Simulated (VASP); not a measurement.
The system is BeZn2Te3.

```
Be Zn Te
1.0
    -2.08500    2.08500    8.85000
     2.08500   -2.08500    8.85000
     2.08500    2.08500   -8.85000
Be Zn Te
1 2 3
Direct
  0.00000 0.00000 0.00000
  0.66667 0.66667 0.00000
  0.33333 0.33333 0.00000
  0.25000 0.75000 0.50000
  0.58333 0.08333 0.50000
  0.91667 0.41667 0.50000
```

The cell was built by a generator and needn't be a form met in nature.

```yaml
Program: VASP 6.6.1
Task: relaxation of cell and atoms
Functional: PBE
Potentials_or_basis: VASP PAW PBE potentials, release 64 (Be, Zn, Te)
Cutoff: 520 eV
k_mesh: 5 × 5 × 5
Occupations: gaussian, width 0.15 eV
Spin: no spin polarisation
```

At the start: pressure 3.7 GPa; volume 25.65 Å³/atom.

**Question.** How do energy, volume and symmetry change on relaxing?

**Answer.** Over 12 steps the energy falls by 56.6 meV/atom and the volume is 27.43 Å³/atom (+6.9 %); space group I-4m2 (No. 119, to 0.05 Å).

Step by step:
```tsv
step	energy change (eV)	largest force (eV/Å)	pressure (GPa)	volume (Å³)
1	0.0000	1.4100	3.75	153.89
2	-0.2444	0.5839	-1.13	167.65
3	-0.2443	0.6127	-0.86	167.06
4	-0.2939	0.3745	-0.23	165.05
5	-0.3215	0.2981	0.29	162.93
6	-0.3247	0.3173	0.13	162.04
7	-0.3238	0.3339	0.36	161.40
8	-0.3246	0.3414	0.21	161.74
9	-0.3378	0.1457	0.65	162.28
10	-0.3416	0.0576	0.47	162.90
11	-0.3324	0.1040	-0.33	166.23
12	-0.3395	0.0601	-0.32	164.56
```

Final structure:
```cif
data_structure
_symmetry_space_group_name_H-M 'P 1'
_symmetry_Int_Tables_number 1
_cell_length_a 9.5682
_cell_length_b 9.5682
_cell_length_c 9.5682
_cell_angle_alpha 154.296
_cell_angle_beta 154.296
_cell_angle_gamma 36.669
_cell_volume 164.56
loop_
_atom_site_label
_atom_site_type_symbol
_atom_site_fract_x
_atom_site_fract_y
_atom_site_fract_z
_atom_site_occupancy
Be1 Be 0.00000 0.00000 0.00000 1
Zn1 Zn 0.66164 0.66164 0.00000 1
Zn2 Zn 0.33836 0.33836 0.00000 1
Te1 Te 0.25000 0.75000 0.50000 1
Te2 Te 0.57342 0.07342 0.50000 1
Te3 Te 0.92658 0.42658 0.50000 1
```

Caveat: the k mesh is coarse (spacing up to 0.43 Å⁻¹), so the values aren't converged; the relaxation stopped at a loose force limit of 0.08 eV/Å, so its end isn't a converged minimum.
